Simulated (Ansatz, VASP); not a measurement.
# WS2: VASP beside Ansatz, part 2 of 2

Wanted: the spread between two codes on one cell, functional and k mesh. The cell is taken from a series of runs on this material, whose earlier steps may have relaxed, scaled, displaced or heated it; both programs get it as it stands.

VASP 6.6.1 and Ansatz 0.2.0.

So far: Starting point; Ansatz: zone-centre phonons, PBEsol.

**3. VASP: zone-centre phonons, PBEsol**

Level of this step: PBEsol, no spin polarisation; plane waves and PAW (W, S) (VASP).

The same cell, functional and mesh now go to VASP, with its own data sets.

Lines of VASP's logs that name or quote its potential files are left out, and so is its time.

INCAR

```
SYSTEM = WS2
PREC = Accurate
ENCUT = 600
EDIFF = 1E-08
NELM = 120
ISMEAR = 0
SIGMA = 0.01
LREAL = .FALSE.
ALGO = Normal
GGA = PS
NBANDS = 15
LASPH = .TRUE.
LORBIT = 11
LWAVE = .FALSE.
LCHARG = .FALSE.
ISIF = 2
IBRION = 8
GGA_COMPAT = .FALSE.
EFERMI = MIDGAP
KPAR = 2
```

POSCAR

```
WS2
1.0
    3.1457748409      0.0000000000      0.0000000000
   -1.5728874204      2.7243209268      0.0000000000
    0.0000000000      0.0000000000     16.9544372557
W S
1 2
Direct
    0.0000000000      0.0000000000      0.0000000000
    0.3333333333      0.6666666667      0.9075830683
    0.3333333333      0.6666666667      0.0924169317
```

KPOINTS

```
Automatic mesh
0
Gamma
12 12 2
0 0 0
```

The projector-augmented-wave data sets are W and S (PBE family, release 64).

Launch:

```
> mpirun -np 2 vasp_std
```

Numbers of over 12 decimals in the logs are rounded to 6 here.

The program printed:

```text
[banner, memory and clock lines left out]
running    2 mpi-ranks, on    1 nodes
 distrk:  each k-point on    1 cores,    2 groups
 distr:  one band on    1 cores,    1 groups

 POSCAR found type information on POSCAR W S
 POSCAR found :  2 types and       3 ions
|                                                                             |
|               ----> ADVICE to this user running VASP <----                  |
|                                                                             |
|     You enforced a specific xc type in the INCAR file but a different       |
|     [... a line on the potential file left out ...]
|     I HOPE YOU KNOW WHAT YOU ARE DOING!                                     |
|                                                                             |

 LDA part: xc-table for (Slater+PW92), standard interpolation
 POSCAR, INCAR and KPOINTS ok, starting setup
 FFT: planning ... GRIDC
 FFT: planning ... GRID_SOFT
 FFT: planning ... GRID
 WAVECAR not read
 entering main loop
       N       E                     dE             d eps       ncg     rms          rms(c)
DAV:   1     0.122528237357E+03    0.12253E+03   -0.71335E+03  1140   0.103E+03
DAV:   2    -0.131434527427E+02   -0.13567E+03   -0.12633E+03  1760   0.204E+02
DAV:   3    -0.263955108149E+02   -0.13252E+02   -0.12993E+02  1596   0.681E+01
DAV:   4    -0.266507652751E+02   -0.25525E+00   -0.25456E+00  1449   0.111E+01
DAV:   5    -0.266581557808E+02   -0.73905E-02   -0.73875E-02  1637   0.180E+00    0.291E+01
DAV:   6    -0.255336190517E+02    0.11245E+01   -0.29114E+00  1745   0.124E+01    0.128E+01
DAV:   7    -0.253812213010E+02    0.15240E+00   -0.10243E+00  1441   0.795E+00    0.596E+00
DAV:   8    -0.253135088897E+02    0.67712E-01   -0.14875E-01  1504   0.337E+00    0.946E-01
DAV:   9    -0.253118398977E+02    0.16690E-02   -0.26272E-02  1630   0.113E+00    0.469E-01
DAV:  10    -0.253101692873E+02    0.16706E-02   -0.75743E-03  1504   0.613E-01    0.197E-01
DAV:  11    -0.253101321610E+02    0.37126E-04   -0.60089E-04  1532   0.200E-01    0.695E-02
DAV:  12    -0.253099153717E+02    0.21679E-03   -0.30967E-04  1490   0.111E-01    0.464E-02
DAV:  13    -0.253098713834E+02    0.43988E-04   -0.58206E-05  1476   0.456E-02    0.223E-02
DAV:  14    -0.253099431745E+02   -0.71791E-04   -0.36738E-05  1287   0.326E-02    0.328E-02
DAV:  15    -0.253099706840E+02   -0.27510E-04   -0.94963E-06  1448   0.177E-02    0.638E-03
DAV:  16    -0.253100429444E+02   -0.72260E-04   -0.12499E-05  1476   0.136E-02    0.997E-03
DAV:  17    -0.253100655505E+02   -0.22606E-04   -0.64645E-07  1617   0.494E-03    0.282E-03
DAV:  18    -0.253101193892E+02   -0.53839E-04   -0.42572E-06  1287   0.647E-03    0.113E-03
DAV:  19    -0.253101253580E+02   -0.59688E-05   -0.22102E-07  1542   0.198E-03    0.121E-03
DAV:  20    -0.253101336592E+02   -0.83012E-05   -0.73778E-07  1280   0.234E-03    0.665E-04
DAV:  21    -0.253101342524E+02   -0.59320E-06   -0.24253E-08  1379   0.644E-04    0.298E-04
DAV:  22    -0.253101345247E+02   -0.27233E-06   -0.77851E-09  1049   0.265E-04    0.962E-05
DAV:  23    -0.253101345710E+02   -0.46223E-07   -0.11133E-09  1186   0.115E-04    0.328E-05
DAV:  24    -0.253101345754E+02   -0.44379E-08   -0.17774E-10  1137   0.720E-05
   1 F= -.25310135E+02 E0= -.25310135E+02  d E =0.000000E+00
 Linear response reoptimize wavefunctions to high precision
DAV:   1    -0.253101345789E+02   -0.34988E-08   -0.81281E-11  1095   0.356E-05
DAV:   2    -0.253101345789E+02    0.86402E-11   -0.51127E-12  1193   0.147E-05
 Linear response DOF=           4
 Linear response progress:
  Degree of freedom:   1/  4
       N       E                     dE             d eps       ncg     rms          rms(c)
RMM:   1    -0.113827182887E+00   -0.11383E+00   -0.10499E-01  8478   0.180E+00
RMM:   2    -0.108836348752E+00    0.49908E-02   -0.34587E-03  7021   0.372E-01    0.191E-01
RMM:   3    -0.108211769304E+00    0.62458E-03   -0.35497E-04  6993   0.104E-01    0.114E-01
RMM:   4    -0.107999673970E+00    0.21210E-03   -0.41619E-04  6966   0.122E-01    0.153E-02
RMM:   5    -0.108038884291E+00   -0.39210E-04   -0.71353E-06  7796   0.171E-02    0.360E-03
RMM:   6    -0.108046586499E+00   -0.77022E-05   -0.32732E-07  7651   0.315E-03    0.608E-04
RMM:   7    -0.108044517948E+00    0.20686E-05    0.92671E-08  8074   0.773E-04    0.194E-04
RMM:   8    -0.108043391962E+00    0.11260E-05    0.26234E-07  7963   0.255E-04    0.551E-05
RMM:   9    -0.108043307056E+00    0.84906E-07   -0.83135E-08  8311   0.784E-05    0.287E-05
RMM:  10    -0.108043342302E+00   -0.35246E-07   -0.55080E-08  7923   0.507E-05    0.375E-06
RMM:  11    -0.108043359340E+00   -0.17038E-07   -0.19951E-08  8528   0.244E-05    0.207E-06
RMM:  12    -0.108043364910E+00   -0.55694E-08   -0.63674E-09  7862   0.207E-05    0.517E-07
 first order change of Fermi-energy  -0.16786E-03
 force on displaced ion       1 direction 1 : -22.388  -0.001   0.000
 Linear response progress:
  Degree of freedom:   2/  4
       N       E                     dE             d eps       ncg     rms          rms(c)
RMM:   1    -0.169209264893E+00   -0.16921E+00   -0.17344E-01  2566   0.203E+00
RMM:   2    -0.149691222198E+00    0.19518E-01   -0.66356E-03  1827   0.566E-01    0.202E-01
RMM:   3    -0.148906323056E+00    0.78490E-03   -0.60132E-04  1906   0.146E-01    0.120E-01
RMM:   4    -0.148752485792E+00    0.15384E-03   -0.38157E-04  1843   0.112E-01    0.455E-02
RMM:   5    -0.148854624396E+00   -0.10214E-03   -0.34371E-05  1952   0.355E-02    0.169E-02
RMM:   6    -0.148907745613E+00   -0.53121E-04   -0.96690E-06  1882   0.169E-02    0.393E-03
RMM:   7    -0.148895355139E+00    0.12390E-04   -0.96907E-08  2001   0.288E-03    0.164E-03
RMM:   8    -0.148895929809E+00   -0.57467E-06   -0.19199E-08  1933   0.110E-03    0.488E-04
RMM:   9    -0.148896237449E+00   -0.30764E-06   -0.14169E-08  2044   0.275E-04    0.168E-04
RMM:  10    -0.148895959108E+00    0.27834E-06   -0.49681E-08  2004   0.421E-04    0.830E-05
RMM:  11    -0.148895944429E+00    0.14679E-07   -0.16397E-08  2135   0.183E-04    0.902E-05
RMM:  12    -0.148896078140E+00   -0.13371E-06   -0.88596E-09  2202   0.180E-04    0.481E-05
RMM:  13    -0.148896161834E+00   -0.83694E-07    0.11197E-08  2204   0.107E-04    0.448E-05
RMM:  14    -0.148896158446E+00    0.33876E-08   -0.40026E-08  2163   0.533E-05    0.856E-06
 first order change of Fermi-energy   0.43342E-05
 force on displaced ion       1 direction 3 :  -0.000   0.000 -33.867
 Linear response progress:
  Degree of freedom:   3/  4
       N       E                     dE             d eps       ncg     rms          rms(c)
RMM:   1    -0.934658837316E-01   -0.93466E-01    0.52512E-03 10639   0.208E+00
RMM:   2    -0.921834715803E-01    0.12824E-02   -0.22779E-03  7205   0.382E-01    0.129E-01
RMM:   3    -0.923902424253E-01   -0.20677E-03   -0.11425E-04  7337   0.686E-02    0.750E-02
RMM:   4    -0.926791232581E-01   -0.28888E-03   -0.72547E-05  7580   0.456E-02    0.138E-02
RMM:   5    -0.926194859823E-01    0.59637E-04   -0.34422E-06  7949   0.110E-02    0.501E-03
RMM:   6    -0.925980704875E-01    0.21415E-04   -0.34136E-07  8077   0.319E-03    0.237E-03
RMM:   7    -0.926074647149E-01   -0.93942E-05    0.21555E-08  7852   0.132E-03    0.552E-04
RMM:   8    -0.926063907505E-01    0.10740E-05    0.61649E-07  8255   0.323E-04    0.149E-04
RMM:   9    -0.926058054843E-01    0.58527E-06    0.13824E-08  8251   0.115E-04    0.787E-05
RMM:  10    -0.926057921123E-01    0.13372E-07   -0.32331E-08  8344   0.604E-05    0.517E-06
RMM:  11    -0.926058122566E-01   -0.20144E-07    0.76625E-10  8630   0.444E-05    0.314E-06
RMM:  12    -0.926058084279E-01    0.38287E-08    0.40394E-08  8230   0.416E-05    0.727E-07
 first order change of Fermi-energy   0.79998E-04
 force on displaced ion       2 direction 1 : -10.807   0.000  -0.000
 Linear response progress:
  Degree of freedom:   4/  4
       N       E                     dE             d eps       ncg     rms          rms(c)
RMM:   1    -0.157595911111E+00   -0.15760E+00    0.17945E-02  2655   0.217E+00
RMM:   2    -0.154050060940E+00    0.35459E-02   -0.32842E-03  1832   0.433E-01    0.365E-01
RMM:   3    -0.153951967246E+00    0.98094E-04   -0.42775E-04  1904   0.129E-01    0.265E-01
RMM:   4    -0.154089255818E+00   -0.13729E-03   -0.25440E-04  1935   0.768E-02    0.506E-02
RMM:   5    -0.154089677140E+00   -0.42132E-06   -0.83857E-05  1898   0.473E-02    0.170E-02
RMM:   6    -0.154083990740E+00    0.56864E-05   -0.36499E-06  1961   0.119E-02    0.444E-03
RMM:   7    -0.154083320360E+00    0.67038E-06   -0.25940E-07  2025   0.290E-03    0.241E-03
RMM:   8    -0.154086444083E+00   -0.31237E-05   -0.22298E-08  2031   0.713E-04    0.139E-03
RMM:   9    -0.154093802995E+00   -0.73589E-05   -0.44593E-08  1941   0.988E-04    0.519E-04
RMM:  10    -0.154095609074E+00   -0.18061E-05   -0.83595E-09  2057   0.382E-04    0.527E-04
RMM:  11    -0.154098465258E+00   -0.28562E-05   -0.34095E-08  2162   0.623E-04    0.110E-04
RMM:  12    -0.154099691676E+00   -0.12264E-05    0.52208E-08  2156   0.260E-04    0.787E-05
RMM:  13    -0.154100187827E+00   -0.49615E-06    0.23186E-08  2196   0.209E-04    0.679E-05
RMM:  14    -0.154100066789E+00    0.12104E-06    0.16313E-07  2238   0.157E-04    0.500E-05
RMM:  15    -0.154100187254E+00   -0.12046E-06    0.34886E-08  2257   0.130E-04    0.176E-05
RMM:  16    -0.154100161904E+00    0.25351E-07   -0.51309E-08  2234   0.962E-05    0.718E-06
RMM:  17    -0.154100164310E+00   -0.24063E-08   -0.13622E-07  2120   0.484E-05    0.389E-06
RMM:  18    -0.154100180526E+00   -0.16216E-07   -0.86697E-08  2206   0.483E-05    0.114E-06
RMM:  19    -0.154100188823E+00   -0.82970E-08   -0.76577E-08  2048   0.408E-05    0.104E-06
 first order change of Fermi-energy  -0.13962E+01
 force on displaced ion       2 direction 3 :  -0.000   0.000 -18.894
 Linear response finished
```

Parts of OUTCAR (step 3):

```text
ion  position               nearest neighbor table
   1  0.000  0.000  0.000-   2 2.40   3 2.40   2 2.40   3 2.40   2 2.40   3 2.40
   2  0.333  0.667  0.908-   1 2.40   1 2.40   1 2.40
   3  0.333  0.667  0.092-   1 2.40   1 2.40   1 2.40

  LATTYP: Found a hexagonal cell.
 ALAT       =     3.1457748409
 C/A-ratio  =     5.3895902006

 Subroutine GETGRP returns: Found 12 space group operations
 (whereof 12 operations were pure point group operations)

The static configuration has the point symmetry D_3h.

 Found     38 irreducible k-points:

   k-points           NKPTS =     38   k-points in BZ     NKDIM =     38   number of bands    NBANDS=     15

   dimension x,y,z NGX =    28 NGY =   28 NGZ =  140
   dimension x,y,z NGXF=    56 NGYF=   56 NGZF=  280

   ENCUT  =  600.0 eV  44.10 Ry    6.64 a.u.   6.28  6.28 33.86*2*pi/ulx,y,z

   NELECT =      18.0000    total number of electrons

 k-points in reciprocal lattice and weights: Automatic mesh
   0.00000000  0.00000000  0.00000000       0.003
   0.08333333 -0.00000000  0.00000000       0.021
   0.16666667 -0.00000000  0.00000000       0.021
   0.25000000  0.00000000  0.00000000       0.021
   0.33333333 -0.00000000  0.00000000       0.021
   0.41666667  0.00000000  0.00000000       0.021
   0.50000000  0.00000000  0.00000000       0.010
   0.08333333  0.08333333  0.00000000       0.021
   0.16666667  0.08333333  0.00000000       0.042
[...]
0.33333333  0.25000000  0.50000000       0.042
   0.33333333  0.33333333  0.50000000       0.007

 average (electrostatic) potential at core
       1 -46.8248       2 -92.9708       3 -92.9708

  Total       -0.1390636     -0.1390636     -0.0746240     -0.0000000      0.0000000      0.0000000
  in kB       -1.5333981     -1.5333981     -0.8228489     -0.0000000      0.0000000      0.0000000
  external PRESSURE =      -1.2965484 kB  Pullay stress =       0.0000000 kB

  energy-cutoff  :      600.00
  volume of cell :      145.30
      direct lattice vectors                 reciprocal lattice vectors
     3.145774841  0.000000000  0.000000000     0.317886705  0.183531975  0.000000000
    -1.572887420  2.724320927  0.000000000     0.000000000  0.367063950  0.000000000
     0.000000000  0.000000000 16.954437256     0.000000000  0.000000000  0.058981610

 POSITION                                       TOTAL-FORCE (eV/Angst)
 -----------------------------------------------------------------------------------
      0.00000      0.00000      0.00000         0.000000      0.000000      0.000000
     -0.00000      1.81621     15.38756        -0.000000      0.000000      0.021258
     -0.00000      1.81621      1.56688         0.000000     -0.000000     -0.021258
 -----------------------------------------------------------------------------------
    total drift:                                0.000000     -0.000000     -0.000000

 Eigenvectors and eigenvalues of the dynamical matrix
 ----------------------------------------------------

   1 f  =   13.194139 THz    82.901220 2PiTHz  440.109103 cm-1    54.566550 meV
             X         Y         Z           dx          dy          dz
      0.000000  0.000000  0.000000    -0.000000   -0.000000   -0.508541
     -0.000000  1.816214 15.387560     0.000000    0.000000    0.608846
     -0.000000  1.816214  1.566877     0.000000    0.000000    0.608846

   2 f  =   12.607646 THz    79.216175 2PiTHz  420.545798 cm-1    52.141010 meV
             X         Y         Z           dx          dy          dz
      0.000000  0.000000  0.000000    -0.000000   -0.000000    0.000000
     -0.000000  1.816214 15.387560     0.000000    0.000000    0.707107
     -0.000000  1.816214  1.566877     0.000000    0.000000   -0.707107

   3 f  =   10.726836 THz    67.398698 2PiTHz  357.808731 cm-1    44.362609 meV
             X         Y         Z           dx          dy          dz
      0.000000  0.000000  0.000000    -0.378268   -0.339950   -0.000000
     -0.000000  1.816214 15.387560     0.452832    0.406960   -0.000000
     -0.000000  1.816214  1.566877     0.452832    0.406960   -0.000000

   4 f  =   10.726836 THz    67.398698 2PiTHz  357.808731 cm-1    44.362609 meV
             X         Y         Z           dx          dy          dz
      0.000000  0.000000  0.000000    -0.339950    0.378268    0.000000
     -0.000000  1.816214 15.387560     0.406960   -0.452832    0.000000
     -0.000000  1.816214  1.566877     0.406960   -0.452832    0.000000

   5 f  =    8.912224 THz    55.997158 2PiTHz  297.279810 cm-1    36.857982 meV
             X         Y         Z           dx          dy          dz
      0.000000  0.000000  0.000000     0.000000   -0.000000    0.000000
     -0.000000  1.816214 15.387560     0.525926    0.472654    0.000000
     -0.000000  1.816214  1.566877    -0.525926   -0.472654    0.000000

   6 f  =    8.912224 THz    55.997158 2PiTHz  297.279810 cm-1    36.857982 meV
             X         Y         Z           dx          dy          dz
      0.000000  0.000000  0.000000     0.000000    0.000000   -0.000000
     -0.000000  1.816214 15.387560     0.472654   -0.525926   -0.000000
     -0.000000  1.816214  1.566877    -0.472654    0.525926   -0.000000

   7 f/i=    0.000026 THz     0.000162 2PiTHz    0.000861 cm-1     0.000107 meV
             X         Y         Z           dx          dy          dz
      0.000000  0.000000  0.000000    -0.000000    0.000000   -0.861038
     -0.000000  1.816214 15.387560    -0.000000    0.000000   -0.359593
     -0.000000  1.816214  1.566877    -0.000000    0.000000   -0.359593

   8 f/i=    0.000452 THz     0.002840 2PiTHz    0.015075 cm-1     0.001869 meV
             X         Y         Z           dx          dy          dz
      0.000000  0.000000  0.000000     0.331908    0.794471    0.000000
     -0.000000  1.816214 15.387560     0.138628    0.331826    0.000000
     -0.000000  1.816214  1.566877     0.138628    0.331826    0.000000

   9 f/i=    0.000452 THz     0.002840 2PiTHz    0.015075 cm-1     0.001869 meV
             X         Y         Z           dx          dy          dz
      0.000000  0.000000  0.000000    -0.794471    0.331908    0.000000
     -0.000000  1.816214 15.387560    -0.331826    0.138628    0.000000
     -0.000000  1.816214  1.566877    -0.331826    0.138628    0.000000

 ELASTIC MODULI CONTR FROM IONIC RELAXATION (kBar)
 Direction    XX          YY          ZZ          XY          YZ          ZX
 --------------------------------------------------------------------------------
 XX        -183.7499   -136.1026   -424.8829     -0.0000      0.0000     -0.0000
 YY        -136.1026   -183.7499   -424.8829     -0.0000      0.0000      0.0000
 ZZ        -424.8829   -424.8829  -1128.8046     -0.0000      0.0000     -0.0000
 XY          -0.0000     -0.0000     -0.0000    -23.8236     -0.0000     -0.0000
 YZ           0.0000      0.0000      0.0000     -0.0000   -586.4413     -0.0000
 ZX          -0.0000      0.0000     -0.0000     -0.0000     -0.0000   -496.7285
 --------------------------------------------------------------------------------
```

This run has no spin polarisation, so a moment on W, if there is one, isn't seen. The data set W keeps the semicore shell frozen, which is cheaper and a little less accurate.

**4. Comparison**

Known differences besides the potentials themselves: fixed occupations in Ansatz, narrow Gaussian smearing in VASP; VASP's run holds the zone centre alone; the data sets hold 26 valence electrons in Ansatz (on its PAW soft_1 files) and 18 in VASP; the cutoff is 420 eV in Ansatz and 600 eV in VASP; Ansatz makes its cores anew for this functional, VASP keeps those of its PBE data sets. Total energies have different zeros and are not compared.

Compared:

```tsv
quantity	Ansatz	VASP	difference
optical mode 1 to 2 (cm⁻¹)	295.3	297.3	-0.66 %
optical mode 3 to 4 (cm⁻¹)	355.6	357.8	-0.62 %
optical mode 5 (cm⁻¹)	416.2	420.5	-1.03 %
optical mode 6 (cm⁻¹)	437.9	440.1	-0.51 %
```

Modes are paired by rising frequency, not by their patterns, so a pair may set unlike modes beside each other; they are those without the splitting of longitudinal modes.

**5. What came out**

```yaml
r_m_s_difference_of_the_optical_zone_centre_modes_each_program_s_sorted_by_frequency_zone_centre_phonons_pbesol: 2.6 cm⁻¹
difference_in_optical_mode_5_zone_centre_phonons_pbesol: -1.0 %
```

What this shows: The r.m.s. difference of the optical zone-centre modes, each program's sorted by frequency is 2.6 cm⁻¹ (zone-centre phonons, PBEsol). The data sets hold unlike numbers of valence electrons (26 in Ansatz and 18 in VASP), so part of the differences comes from the potentials. Among the rows given in per cent, the largest difference of the zone-centre phonons, PBEsol pair is in optical mode 5, -1.0 %. Such differences can come from data sets, numerical settings and the points named under the comparisons, not from the functional's error against experiment.

[Lines on the potential files, build, host, timing and source positions are cut from VASP's logs without a mark.]

[Logs are printed without paths, hosts, clocks, repeated set-up lines and the standing remarks that a program may print on its own settings, such as how far it seeks lower states.]

[Hosts, paths, dates, database ids (printed as entryN), source tags and the programs' standing remarks are cut or masked in the printed files.]
